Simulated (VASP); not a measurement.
Given:

```
GaP
1.0
    0.00000     2.75294     2.75294
    2.75294     0.00000     2.75294
    2.75294     2.75294     0.00000
Ga P
1 1
Direct
  0.00000   0.00000   0.00000
  0.25000   0.25000   0.25000
```

Computed with PBE GGA, VASP's PBE PAW potentials (set 64) (plane waves; VASP). Run with 520 eV cut-off, 8×8×8 Γ-centred mesh, Gaussian smearing of 0.050 eV, potentials Ga_d P.

Q: What does the run give for the energy per atom (σ→0), band gap (on the k-mesh) with the smallest direct gap where there is one?

A: 
```yaml
band gap (on the k-mesh): 1.58 eV
smallest direct gap (on the k-mesh): 1.58 eV
energy per atom (σ→0): -4.563 eV/atom
```

Total energies compare only between runs with the same potentials, cut-off and functional.

The compound is GaP in the zinc blende structure. It was relaxed first. The start is the result of an earlier pass.
